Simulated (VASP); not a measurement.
## Ni3Sn4 with LDA: from relaxation to properties

Aim: relax Ni3Sn4, then compute properties on the relaxed cell. The steps: relaxing cell and atoms (LDA), second relaxation, single point with fields (LDA), bands along the symmetry lines (LDA), total and projected DOS (LDA), volume scan with LDA and fit for LDA. The start is a cell from a database of measured crystal structures.

Main program and level: VASP 6.6.1; LDA, spin-polarised from a ferromagnetic start; plane waves and PAW (Ni, Sn_d).

Report form: the programs' logs are mostly left out.

### Step 1. The structure

Before any relaxation, the start is as follows. Symmetry: C2/m, No. 12, monoclinic system. The conventional cell has a = 12.214 Å, b = 4.060 Å, c = 5.219 Å, α = 90.00°, β = 105.00°, γ = 90.00°. Nearest to Ni lie 6 Sn at 2.54 to 2.61 Å and 2 Ni at 2.75 Å. Nearest to Ni lie 3 Ni at 2.65 to 2.75 Å and 7 Sn at 2.65 to 2.77 Å. Nearest to Sn lie 5 Ni at 2.54 to 2.68 Å. Nearest to Sn lie 5 Ni at 2.61 to 2.77 Å. Farther neighbours are not listed.

Coordinates:

```cif
data_structure
_symmetry_space_group_name_H-M 'P 1'
_symmetry_Int_Tables_number 1
_cell_length_a 4.0600
_cell_length_b 5.2190
_cell_length_c 6.4356
_cell_angle_alpha 104.218
_cell_angle_beta 108.387
_cell_angle_gamma 90.000
_cell_volume 124.99
loop_
_atom_site_label
_atom_site_type_symbol
_atom_site_fract_x
_atom_site_fract_y
_atom_site_fract_z
_atom_site_occupancy
Ni1 Ni 0.00000 0.00000 0.00000 1
Ni2 Ni 0.21470 0.33690 0.42940 1
Ni3 Ni 0.78530 0.66310 0.57060 1
Sn4 Sn 0.17180 0.81230 0.34360 1
Sn5 Sn 0.82820 0.18770 0.65640 1
Sn6 Sn 0.42860 0.68640 0.85720 1
Sn7 Sn 0.57140 0.31360 0.14280 1
```

### Step 2. Relaxing cell and atoms (LDA)

The start need not lie at this functional's minimum. ISIF = 3 frees volume, shape and positions, and EDIFFG sets the threshold on forces and stress at which the search stops. LDA, the lowest rung, knows the local density alone.

Contents of INCAR:

```
SYSTEM = Ni3Sn4
PREC = Accurate
ENCUT = 400
EDIFF = 1E-06
NELM = 100
ISMEAR = 1
SIGMA = 0.2
LREAL = .FALSE.
ALGO = Normal
GGA = CA
NBANDS = 58
ISPIN = 2
MAGMOM = 1 1 1 0 0 0 0
LASPH = .TRUE.
LMAXMIX = 4
LORBIT = 11
LWAVE = .FALSE.
LCHARG = .FALSE.
KPAR = 4
IBRION = 2
NSW = 60
ISIF = 3
EDIFFG = -0.01
```

Contents of POSCAR:

```
Ni3Sn4
1.0
    0.0000000000      4.0600000000      0.0000000000
   -1.3507765964      0.0000000000      5.0411668874
    6.1070000000     -2.0300000000      0.0000000000
Ni Sn
3 4
Direct
    0.0000000000      0.0000000000      0.0000000000
    0.2147000000      0.3369000000      0.4294000000
    0.7853000000      0.6631000000      0.5706000000
    0.1718000000      0.8123000000      0.3436000000
    0.8282000000      0.1877000000      0.6564000000
    0.4286000000      0.6864000000      0.8572000000
    0.5714000000      0.3136000000      0.1428000000
```

Contents of KPOINTS:

```
Automatic mesh
0
Gamma
5 4 5
0 0 0
```

Potentials, in the order of the species: Ni and Sn_d (LDA family, release 64).

Started as:

```sh
$ mpirun -np 4 vasp_std
```

Run time: 5.2 min. Hardware: 4 MPI ranks of Intel Xeon 6975P-C (Granite Rapids), shared host; peak memory 1.4 GiB; 20 min of CPU time.

The moments of the start collapse, so the state is non-magnetic; other starts or orders were not tried. The k-mesh is coarse for a metal. The run keeps the 4 symmetry operations of its start, so it cannot find a distortion of lower symmetry.

The steps of the relaxation:

```csv
step,energy less that of the first step (eV),largest force (eV/Å),pressure (GPa),volume (Å³)
1,0.0000,0.1758,-5.59,124.99
2,-0.0220,0.1270,6.16,114.05
3,-0.1123,0.0395,-0.01,118.98
4,-0.1123,0.0421,0.08,118.87
5,-0.1132,0.0359,0.12,118.84
6,-0.1138,0.0430,0.13,118.79
7,-0.1138,0.0420,0.13,118.80
8,-0.1140,0.0271,-0.24,119.08
9,-0.1141,0.0306,-0.12,119.01
10,-0.1142,0.0162,-0.05,118.90
11,-0.1142,0.0209,0.08,118.87
12,-0.1142,0.0179,-0.01,118.88
13,-0.1143,0.0072,0.04,118.84
```

```csv
cell as run,before,after,change
a (Å),4.060,3.998,-1.5 %
b (Å),5.219,5.145,-1.4 %
c (Å),6.436,6.317,-1.8 %
α (°),104.22,104.56,+0.3 %
β (°),108.39,108.45,+0.1 %
volume (Å³/atom),17.86,16.98,-4.9 %
```

The atoms that moved most (Å, as changes of fractional coordinates times the final cell):

```csv
atom,dx,dy,dz,length
Ni2,0.011,0.000,-0.004,0.011
Ni3,-0.011,0.000,0.004,0.011
Sn6,-0.008,0.000,-0.001,0.008
Sn7,0.008,0.000,0.001,0.008
Sn4,-0.005,0.000,-0.004,0.006
Sn5,0.005,0.000,0.004,0.006
```

The relaxed structure:

```cif
data_structure
_symmetry_space_group_name_H-M 'P 1'
_symmetry_Int_Tables_number 1
_cell_length_a 3.9977
_cell_length_b 5.1452
_cell_length_c 6.3167
_cell_angle_alpha 104.562
_cell_angle_beta 108.448
_cell_angle_gamma 90.000
_cell_volume 118.84
loop_
_atom_site_label
_atom_site_type_symbol
_atom_site_fract_x
_atom_site_fract_y
_atom_site_fract_z
_atom_site_occupancy
Ni1 Ni 0.00000 0.00000 0.00000 1
Ni2 Ni 0.21550 0.33616 0.43100 1
Ni3 Ni 0.78450 0.66384 0.56900 1
Sn4 Sn 0.17128 0.81155 0.34256 1
Sn5 Sn 0.82872 0.18845 0.65744 1
Sn6 Sn 0.42788 0.68613 0.85575 1
Sn7 Sn 0.57212 0.31387 0.14425 1
```

Numbers from this step:

```yaml
electrons: 86
bands: 58
irreducible_k_points: 33
symmetry_operations: 4
free_energy_toten: -39.73 eV
energy_at_zero_smearing: -39.73 eV
fermi_energy: 10.18 eV
pressure: 0.03809 GPa
metallic: yes
scf_cycles_over_all_ionic_steps: 111
```

The spin moment in the PAW sphere vanishes on all atoms.

It ends with a largest force of 0.007 eV/Å and a pressure of 0.04 GPa. The volume lies -4.9 % from that of the database's start, which holds the thermal and zero-point expansion of its experiment. LDA is known to overbind.

### Step 3. Second relaxation

The basis stayed that of the start cell while the cell moved. A rerun from the cell reached resets it; the error of the finite cutoff stays.

INCAR is that of step 2.

Contents of POSCAR:

```
Ni3Sn4
1.0
    0.0000000000      3.9977407496      0.0000000000
   -1.3445199779      0.0000000000      4.9664037693
    5.9920969844     -1.9988703748     -0.0231644024
Ni Sn
3 4
Direct
    0.0000000000      0.0000000000      0.0000000000
    0.2155004518      0.3361600603      0.4310009037
    0.7844995482      0.6638399397      0.5689990963
    0.1712789825      0.8115491995      0.3425579650
    0.8287210175      0.1884508005      0.6574420350
    0.4278773484      0.6861292510      0.8557546968
    0.5721226516      0.3138707490      0.1442453032
```

KPOINTS is that of step 2.

Started as:

```sh
$ mpirun -np 4 vasp_std
```

The job ended after 44 s (4 MPI ranks; peak memory 1.3 GiB; 2.7 min of CPU time).

Little changed from the start: no atom moved by 0.005 Å and no cell edge by 0.1 %.

Numbers from this step:

- energy at zero smearing: -39.72 eV
- pressure: 0.03868 GPa
- SCF cycles over all ionic steps: 17

It ends with a largest force of 0.008 eV/Å and a pressure of 0.04 GPa. The volume moved by under 0.01 %: the run met its threshold at the first step.

### Step 4. Single point with fields (LDA)

A single point on the relaxed cell gives a clean self-consistent state, with density, ELF and potential written out.

INCAR: that of step 3 with these lines changed.

```diff
@@ -17,7 +17,5 @@
 LWAVE = .FALSE.
-LCHARG = .FALSE.
-KPAR = 4
-IBRION = 2
-NSW = 60
-ISIF = 3
-EDIFFG = -0.01
+LCHARG = .TRUE.
+ISIF = 2
+LELF = .TRUE.
+LVHAR = .TRUE.
```

POSCAR is that of step 3.

KPOINTS is that of step 3.

Started as:

```sh
$ mpirun -np 4 vasp_std
```

Elapsed: 46 s, on 4 MPI ranks; peak memory 0.73 GiB.

With spin, VASP writes an ELF for each channel.

Numbers from this step:

```yaml
scf_cycles: 17
bands: 60
pressure: 0.04503 GPa
```

Valence electrons inside each PAW sphere by angular momentum. Sphere charges, by row:

```csv
atom,s (e),p (e),d (e),tot (e)
Ni1,0.467,0.512,8.486,9.466
Ni2,0.441,0.494,8.49,9.424
Ni3,0.441,0.494,8.49,9.424
Sn4,1.172,1.202,10.05,12.42
Sn5,1.172,1.202,10.05,12.42
Sn6,1.167,1.206,10.05,12.42
Sn7,1.167,1.206,10.05,12.42
```

ELF of up spins in the ac plane of the conventional cell at fractional y = 0.000, with atoms of Ni and Sn within 0.2 Å of it. It is the smooth field of the valence electrons, not physical close to the nuclei.

Ten even steps from '0' (0.00) to '9' (0.55), each cell a mean:
```
0146865664311345664310125666665310
2368621365323567765211135555445421
4678422365445644675311244432334433
4777422565456321475322344200134544
3567767765566222577533443000134433
1245676544566324788655543100234321
0124554334566667898766654223454210
1123442113455567987556654345665421
2233330002454457884214655567776543
4444320002443235762214655576447765
4445321123442124663236544662226775
3334433444431124676665434641237864
0134555666421014566653224653368641
0035677765311124565431124577777420
```
Columns run along a (12.0 Å), rows up along c (5.1 Å), edges of the conventional cell, whose origin can differ from the input's. Atoms in or near the plane, at fractional coordinates: Ni at (0.00, 0.00), Ni at (0.22, 0.34), Ni at (0.78, 0.66), Sn at (0.17, 0.81), Sn at (0.83, 0.19), Sn at (0.43, 0.69), Sn at (0.57, 0.31).

Valence density in the ac plane of the conventional cell at fractional y = 0.000, with atoms of Ni and Sn within 0.2 Å of it. It is the smooth field of the valence electrons, not physical close to the nuclei.

Values in units of 1e0 e/Å³, 8 rows by 16 columns, each cell a mean:
```
4.0 0.5 2.9 3.0 0.3 0.1 0.2 0.3 0.2 0.1 0.1 0.1 0.3 0.3 0.3 4.0
0.3 0.9 8.1 5.1 0.3 0.2 2.5 3.4 0.4 0.1 0.1 0.3 1.9 1.2 0.3 0.4
0.1 0.5 2.5 1.0 0.2 0.6 7.3 6.1 0.4 0.1 0.1 1.0 9.6 3.3 0.2 0.1
0.1 0.1 0.3 0.4 0.3 0.5 2.3 1.3 0.3 0.3 0.3 0.7 3.2 0.7 0.1 0.1
0.1 0.1 0.7 5.2 1.8 0.2 0.2 0.3 1.4 4.3 0.9 0.3 0.3 0.4 0.2 0.1
0.1 0.2 1.7 8.9 1.7 0.2 0.1 0.3 4.5 8.6 1.0 0.2 1.1 4.3 1.2 0.2
0.9 0.3 0.5 1.0 0.3 0.1 0.1 0.2 1.6 1.9 0.2 0.2 3.6 9.1 1.5 0.4
7.1 0.6 0.4 0.4 0.2 0.1 0.1 0.1 0.2 0.2 0.1 0.2 1.4 2.1 0.5 3.9
```
Columns run along a (12.0 Å), rows up along c (5.1 Å), edges of the conventional cell, whose origin can differ from the input's. Atoms in or near the plane, at fractional coordinates: Ni at (0.00, 0.00), Ni at (0.22, 0.34), Ni at (0.78, 0.66), Sn at (0.17, 0.81), Sn at (0.83, 0.19), Sn at (0.43, 0.69), Sn at (0.57, 0.31).

Electrostatic potential energy in the ac plane of the conventional cell at fractional y = 0.000, with atoms of Ni and Sn within 0.2 Å of it. With pseudopotentials it is smooth inside the atoms' cores, unlike the true potential.

Values in eV, 8 rows by 16 columns, each cell a mean:
```
-44  -8 -55 -59  -6   1  -2  -7   0   3   3   1  -3  -2  -2 -45
 -2 -22 -92 -74  -6  -3 -49 -63  -9   2   3   0 -24 -16   0  -4
  2 -13 -52 -24   0 -16 -88 -81  -9   2   2 -13 -86 -38   1   3
  3   0  -3  -4  -2 -10 -51 -29  -3  -8  -3 -10 -38  -9   2   3
  3   3  -8 -55 -23  -1  -2  -2 -32 -71 -24  -1  -3  -8  -3   2
  2   2 -22 -82 -21   2   2  -4 -69 -94 -26   0 -25 -71 -30   1
-11  -1  -6 -14  -1   3   3  -2 -39 -42  -4  -2 -61 -96 -34  -4
-69  -7  -4  -7   0   3   3   1  -2   0   2  -1 -35 -45  -8 -43
```
Columns run along a (12.0 Å; values clipped at the 3rd and 97th percentile), rows up along c (5.1 Å), edges of the conventional cell, whose origin can differ from the input's. Atoms in or near the plane, at fractional coordinates: Ni at (0.00, 0.00), Ni at (0.22, 0.34), Ni at (0.78, 0.66), Sn at (0.17, 0.81), Sn at (0.83, 0.19), Sn at (0.43, 0.69), Sn at (0.57, 0.31).

In this run the pressure is 0.05 GPa, small enough to go on.

### Step 5. Bands along the symmetry lines (LDA)

Levels along the symmetry lines show where the bands peak and cross; KPOINTS_OPT computes them in the converged potential.

INCAR: that of step 4 with these lines changed.

```diff
@@ -10,3 +10,3 @@
 GGA = CA
-NBANDS = 58
+NBANDS = 69
 ISPIN = 2
@@ -17,5 +17,3 @@
 LWAVE = .FALSE.
-LCHARG = .TRUE.
-ISIF = 2
-LELF = .TRUE.
-LVHAR = .TRUE.
+LCHARG = .FALSE.
+KPAR = 4
```

POSCAR is that of step 4.

KPOINTS is that of step 4.

Contents of KPOINTS_OPT:

```
Line mode
12
Line-mode
Reciprocal
  0.50000000   0.00000000   0.00000000 X
  0.00000000   0.00000000   0.00000000 GAMMA

  0.00000000   0.00000000   0.00000000 GAMMA
  0.00000000  -0.50000000   0.00000000 Y

  0.50000000  -0.50000000   0.00000000 L
  0.00000000   0.00000000   0.00000000 GAMMA

  0.00000000   0.00000000   0.00000000 GAMMA
  0.00000000   0.50000000  -0.50000000 Z

  0.50000000   0.50000000  -0.50000000 N
  0.00000000   0.00000000   0.00000000 GAMMA

  0.00000000   0.00000000   0.00000000 GAMMA
  0.00000000   0.00000000  -0.50000000 M

  0.50000000   0.00000000  -0.50000000 R
  0.00000000   0.00000000   0.00000000 GAMMA
```

Started as:

```sh
$ mpirun -np 4 vasp_std
```

It took 1.9 min on 4 MPI ranks; peak memory 2.1 GiB.

Spin-orbit coupling is off here; with elements this heavy it splits and shifts levels by tenths of an eV or more. The cell is typed on its shortest vectors, so the axes of tensors and the coordinates of k-points follow the printed cell and not the standard setting.

Numbers from this step:

```yaml
scf_cycles: 15
bands: 69
pressure: 0.02753 GPa
moment_of_the_cell_from_the_last_line_of_the_log: 0 μB
```

Both spin channels agree. The electronic bands at the labelled points (eV, zero at the Fermi level; # counts the bands kept):

```csv
point,#20,#21,#22,#23,#24,#25,#26,#27
X,-1.51,-1.40,-1.11,-0.99,-0.51,0.34,1.01,2.43
0.45 of the way,-1.38,-1.22,-1.07,-0.81,-0.16,1.47,1.54,2.72
Γ,-1.33,-0.84,-0.32,-0.22,0.57,0.95,2.00,4.42
0.55 of the way,-0.95,-0.24,-0.09,0.05,1.27,1.30,2.58,2.70
Y,-1.11,-0.16,0.26,1.14,1.70,2.51,2.97,3.10
jump to L,-1.39,-1.29,-1.21,-0.45,-0.24,0.41,2.78,3.12
0.55 of the way,-1.22,-0.99,-0.94,-0.23,0.00,1.68,2.50,2.87
Γ,-1.33,-0.84,-0.32,-0.22,0.57,0.95,2.00,4.42
0.45 of the way,-0.86,-0.63,-0.18,0.98,1.40,1.74,2.21,2.76
Z,-1.01,0.59,0.78,0.95,1.00,1.52,2.19,2.98
jump to N,-1.39,-1.29,-1.21,-0.45,-0.24,0.41,2.78,3.12
0.45 of the way,-1.31,-1.05,-1.02,-0.65,0.43,1.81,2.23,3.00
Γ,-1.33,-0.84,-0.32,-0.22,0.57,0.95,2.00,4.42
0.55 of the way,-1.18,-1.01,-0.79,0.24,0.58,1.99,2.58,2.95
M,-1.20,-1.07,-0.68,0.34,1.01,1.90,2.62,3.31
jump to R,-1.51,-1.40,-1.11,-0.99,-0.51,0.34,1.01,2.43
0.55 of the way,-1.41,-1.13,-0.95,-0.77,-0.14,1.70,1.95,3.01
Γ,-1.33,-0.84,-0.32,-0.22,0.57,0.95,2.00,4.42
```

Of the projections kept (Ni, Sn), the largest for each band there; the rest of the weight can lie on other orbitals:

```csv
point,#20,#21,#22,#23,#24,#25,#26,#27
X,Ni 0.97,Ni 0.96,Ni 0.70,Ni 0.89,Ni 0.76,Ni 0.69,Ni 0.61,Ni 0.53
Γ,Ni 0.90,Ni 0.97,Ni 0.76,Ni 0.64,Ni 0.58,Sn 0.66,Sn 0.56,Ni 0.52
Y,Ni 0.92,Ni 0.87,Sn 0.55,Sn 0.74,Ni 0.50,Sn 0.62,Sn 0.56,Sn 0.64
L,Ni 0.93,Ni 0.96,Ni 0.99,Ni 0.77,Ni 0.70,Ni 0.72,Sn 0.65,Sn 0.62
Γ,Ni 0.90,Ni 0.97,Ni 0.76,Ni 0.64,Ni 0.58,Sn 0.66,Sn 0.56,Ni 0.52
Z,Ni 0.97,Ni 0.55,Ni 0.60,Sn 0.77,Ni 0.62,Sn 0.77,Sn 0.61,Sn 0.60
```

There is no gap at this level.

### Step 6. Total and projected DOS (LDA)

Here the states are counted by energy and projected on the atoms. The mesh is finer than in the run before.

INCAR: that of step 5 with these lines changed.

```diff
@@ -5,3 +5,3 @@
 NELM = 100
-ISMEAR = 1
+ISMEAR = -5
 SIGMA = 0.2
@@ -19 +19,2 @@
 KPAR = 4
+NEDOS = 2001
```

POSCAR is that of step 5.

Contents of KPOINTS:

```
Automatic mesh
0
Gamma
8 6 8
0 0 0
```

Started as:

```sh
$ mpirun -np 4 vasp_std
```

Run time: 3 min. Hardware: 4 MPI ranks; peak memory 3.2 GiB; 11 min of CPU time.

With tetrahedra the forces and stress of a metal are not exact derivatives of the energy.

Numbers from this step:

```yaml
scf_cycles: 18
irreducible_k_points: 114
free_energy_toten: -39.79 eV
fermi_energy: 10.20 eV
pressure: -0.2359 GPa
dos_at_the_fermi_level: 2.773 states/eV/cell
```

The density of states has structure finer than the step of the table below, so its rows give means over 0.5 eV, whole bins alone (the curve runs from -12.0 to 3.95 eV). Peaks (eV: height): total -2.70: 18.5, -2.28: 19.2, -2.03: 13.8, -1.61: 14.7; Ni d -2.70: 13.4, -2.28: 15.2, -2.03: 11.3, -1.61: 12.8; Sn p -3.21: 1.39, -2.87: 1.37, -2.70: 1.59, -2.37: 1.20; Ni p -7.76: 0.121, -2.70: 0.586, -2.37: 0.496, -0.76: 0.273; Sn s -8.35: 1.00, -7.76: 1.23, -7.25: 0.987, -6.66: 1.17.

States under -12.0 eV and over 4.0 eV are left out; both spin channels agree and are summed. Density of states against energy, zero at the Fermi level; means over each step; values in states/eV/cell:

```csv
energy (eV),total,Ni d,Sn p,Ni p,Sn s,Ni s
-11.5,0.473,0,0.00835,0.00455,0.230,0.0664
-11.0,0.763,0.00118,0.0245,0.0136,0.364,0.0993
-10.5,0.971,0.00364,0.0418,0.0260,0.461,0.110
-10.0,1.08,0.00703,0.0552,0.0388,0.519,0.0987
-9.5,1.38,0.0157,0.0810,0.0579,0.664,0.107
-9.0,1.44,0.0284,0.0940,0.0653,0.693,0.100
-8.5,1.83,0.0517,0.118,0.0947,0.902,0.109
-8.0,2.06,0.0925,0.125,0.106,1.04,0.101
-7.5,1.87,0.114,0.117,0.0963,0.939,0.0875
-7.0,1.79,0.156,0.121,0.0833,0.883,0.0819
-6.5,1.75,0.213,0.112,0.0786,0.874,0.0562
-6.0,0.653,0.0870,0.0790,0.0285,0.253,0.0370
-5.5,1.04,0.116,0.285,0.0452,0.0891,0.145
-5.0,2.33,0.365,0.642,0.105,0.163,0.286
-4.5,3.46,0.850,0.911,0.139,0.214,0.295
-4.0,3.18,1.09,0.753,0.130,0.156,0.201
-3.5,4.87,2.27,0.998,0.200,0.129,0.160
-3.0,9.15,5.79,1.25,0.298,0.127,0.142
-2.5,14.2,10.8,1.06,0.399,0.0843,0.0628
-2.0,12.2,9.95,0.664,0.191,0.0588,0.0703
-1.5,12.3,10.5,0.513,0.174,0.105,0.0728
-1.0,7.68,5.70,0.617,0.248,0.167,0.0698
-0.5,3.98,2.14,0.659,0.233,0.140,0.0586
0.0,2.88,1.25,0.593,0.199,0.147,0.0585
0.5,2.21,0.889,0.455,0.131,0.205,0.0522
1.0,2.51,0.909,0.543,0.143,0.282,0.0694
1.5,2.51,0.786,0.585,0.135,0.300,0.0904
2.0,2.75,0.709,0.729,0.147,0.304,0.101
2.5,2.71,0.598,0.766,0.148,0.271,0.110
3.0,2.81,0.520,0.775,0.161,0.226,0.163
3.5,3.06,0.488,0.851,0.186,0.191,0.190
```

Force by atom:

```csv
atom,x (eV/Å),y (eV/Å),z (eV/Å),size
Ni1,0.0000,0.0000,0.0000,0.0000
Ni2,0.0051,0.0000,0.0213,0.0219
Ni3,-0.0051,0.0000,-0.0213,0.0219
Sn4,0.0462,0.0000,-0.0122,0.0478
Sn5,-0.0462,0.0000,0.0122,0.0478
Sn6,-0.0666,0.0000,0.0497,0.0831
Sn7,0.0666,0.0000,-0.0497,0.0831
```

The finer mesh and the other smearing move the Fermi level by +0.02 eV from the 5×4×5 run, a small shift, which tests the Fermi level alone. Of the states within 0.3 eV of the Fermi level, the largest shares in the PAW spheres are Ni d 43 %, Sn p 20 % and Ni p 7 %. The rest lies in smaller channels or between the spheres.

### Step 7. Volume scan with LDA, volume scale 0.94

An equation of state needs energies on both sides of the minimum, all on one mesh and cutoff.

INCAR: that of step 6 with these lines changed.

```diff
@@ -5,3 +5,3 @@
 NELM = 100
-ISMEAR = -5
+ISMEAR = 1
 SIGMA = 0.2
@@ -10,3 +10,3 @@
 GGA = CA
-NBANDS = 69
+NBANDS = 58
 ISPIN = 2
@@ -19,2 +19,2 @@
 KPAR = 4
-NEDOS = 2001
+ISIF = 2
```

POSCAR: that of step 6 with these lines changed.

```diff
@@ -2,5 +2,5 @@
 1.0
-    0.0000000000      3.9977407496      0.0000000000
-   -1.3445199779      0.0000000000      4.9664037693
-    5.9920969844     -1.9988703748     -0.0231644024
+    0.0000000000      3.9161313046      0.0000000000
+   -1.3170730932      0.0000000000      4.8650201427
+    5.8697749680     -1.9580656523     -0.0226915268
 Ni Sn
```

Contents of KPOINTS:

```
Automatic mesh
0
Gamma
5 4 5
0 0 0
```

Started as:

```sh
$ mpirun -np 4 vasp_std
```

Elapsed: 40 s, on 4 MPI ranks; peak memory 1.2 GiB.

The scan keeps the cell's shape and the fractional positions fixed.

This step gave:

| Property | Result |
| --- | --- |
| SCF cycles | 16 |
| bands | 58 |
| irreducible k-points | 33 |
| free energy (TOTEN) | -39.52 eV |
| energy at zero smearing | -39.52 eV |
| Fermi energy | 11.14 eV |
| pressure | 9.161 GPa |

Force by atom:

```csv
atom,x (eV/Å),y (eV/Å),z (eV/Å),size
Ni1,0.000,0.000,0.000,0.000
Ni2,0.017,0.000,-0.036,0.040
Ni3,-0.017,0.000,0.036,0.040
Sn4,-0.069,0.000,-0.082,0.107
Sn5,0.069,0.000,0.082,0.107
Sn6,0.145,0.000,-0.046,0.152
Sn7,-0.145,0.000,0.046,0.152
```

The pressure here is 9.16 GPa.

### Step 8. Volume scan with LDA, volume scale 0.96

INCAR is that of step 7.

POSCAR: that of step 7 with these lines changed.

```diff
@@ -2,5 +2,5 @@
 1.0
-    0.0000000000      3.9161313046      0.0000000000
-   -1.3170730932      0.0000000000      4.8650201427
-    5.8697749680     -1.9580656523     -0.0226915268
+    0.0000000000      3.9437106027      0.0000000000
+   -1.3263485615      0.0000000000      4.8992819767
+    5.9111127734     -1.9718553013     -0.0228513316
 Ni Sn
```

KPOINTS is that of step 7.

Started as:

```sh
$ mpirun -np 4 vasp_std
```

Elapsed: 40 s, on 4 MPI ranks; peak memory 1.2 GiB; 2.6 min of CPU time.

This step gave:

- free energy (TOTEN): -39.64 eV
- energy at zero smearing: -39.63 eV
- Fermi energy: 10.80 eV
- pressure: 5.751 GPa

Force by atom:

```csv
atom,x (eV/Å),y (eV/Å),z (eV/Å),size
Ni1,0.0000,0.0000,0.0000,0.0000
Ni2,0.0131,0.0000,-0.0229,0.0264
Ni3,-0.0131,0.0000,0.0229,0.0264
Sn4,-0.0440,0.0000,-0.0514,0.0677
Sn5,0.0440,0.0000,0.0514,0.0677
Sn6,0.0907,0.0000,-0.0281,0.0950
Sn7,-0.0907,0.0000,0.0281,0.0950
```

The pressure falls from 9.16 to 5.75 GPa.

The run ends at a pressure of 5.75 GPa, with forces up to 0.095 eV/Å.

### Step 9. Volume scan with LDA, volume scale 0.98

INCAR is that of step 8.

POSCAR: that of step 8 with these lines changed.

```diff
@@ -2,5 +2,5 @@
 1.0
-    0.0000000000      3.9437106027      0.0000000000
-   -1.3263485615      0.0000000000      4.8992819767
-    5.9111127734     -1.9718553013     -0.0228513316
+    0.0000000000      3.9709094663      0.0000000000
+   -1.3354960820      0.0000000000      4.9330711960
+    5.9518803566     -1.9854547332     -0.0230089319
 Ni Sn
```

KPOINTS is that of step 8.

Started as:

```sh
$ mpirun -np 4 vasp_std
```

It took 43 s on 4 MPI ranks; peak memory 1.3 GiB; 2.8 min of CPU time.

(Part 1 of 2 ends here.)

[Lines on the potential files, build, host, timing and source positions are cut from VASP's logs without a mark.]

[Logs are printed without paths, hosts, clocks, repeated set-up lines and the standing remarks that a program may print on its own settings, such as how far it seeks lower states.]

[Hosts, paths, dates, database ids (printed as entryN), source tags and the programs' standing remarks are cut or masked in the printed files.]

[A measured line is paired with the nearest computed mode of its activity, which favours agreement.]
